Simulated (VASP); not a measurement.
Crystal: LaAgSb2.

```xyz
8
Lattice="4.4035 0.0000 0.0000 0.0000 4.4035 0.0000 0.0000 0.0000 11.0668" Properties=species:S:1:pos:R:3 pbc="T T T"
La    0.0000    2.2017    2.9105
La    2.2017    0.0000    8.1563
Ag    0.0000    0.0000    0.0000
Ag    2.2017    2.2017    0.0000
Sb    0.0000    2.2017    9.2221
Sb    2.2017    0.0000    1.8447
Sb    0.0000    0.0000    5.5334
Sb    2.2017    2.2017    5.5334
```

The cell is a database's computed one.

| Item | Value |
| --- | --- |
| Program | VASP 6.6.1 |
| Task | relaxation of cell and atoms |
| Functional | PBEsol |
| Potentials or basis | VASP PAW PBE potentials, release 64 (La, Ag, Sb) |
| Cutoff | 600 eV |
| k mesh | 8 × 8 × 4 |
| Occupations | methfessel-paxton, width 0.1 eV |
| Spin | no spin polarisation |

At the start: pressure -2.9 GPa; volume 26.82 Å³/atom.

Question: Where does the relaxation end?

Answer: Over 9 steps the energy falls by 14.3 meV/atom and the volume is 25.54 Å³/atom (-4.8 %); space group P4/nmm (No. 129, to 0.05 Å).

Step by step:
```tsv
step	energy change (eV)	largest force (eV/Å)	pressure (GPa)	volume (Å³)
1	0.0000	0.1946	-2.92	214.59
2	-0.0536	0.2928	2.26	199.76
3	-0.0900	0.1795	0.08	205.31
4	-0.1006	0.1548	0.06	205.01
5	-0.1126	0.0853	0.05	204.17
6	-0.1140	0.0148	-0.06	204.48
7	-0.1140	0.0084	-0.08	204.51
8	-0.1139	0.0077	0.11	204.00
9	-0.1141	0.0024	0.01	204.30
```

Final structure:
```yaml
crystal:
  lattice:
    - [4.37138, 0.00000, 0.00000]
    - [0.00000, 4.37138, 0.00000]
    - [0.00000, 0.00000, 10.69141]
  atoms:
    - { symbol: La, position: [0.00000, 0.50000, 0.25875] }
    - { symbol: La, position: [0.50000, 0.00000, 0.74125] }
    - { symbol: Ag, position: [0.00000, 0.00000, 0.00000] }
    - { symbol: Ag, position: [0.50000, 0.50000, 0.00000] }
    - { symbol: Sb, position: [0.00000, 0.50000, 0.82992] }
    - { symbol: Sb, position: [0.50000, 0.00000, 0.17008] }
    - { symbol: Sb, position: [0.00000, 0.00000, 0.50000] }
    - { symbol: Sb, position: [0.50000, 0.50000, 0.50000] }
```

Caveat: the PAW data sets were made with another functional, which shifts forces and pressure a little.
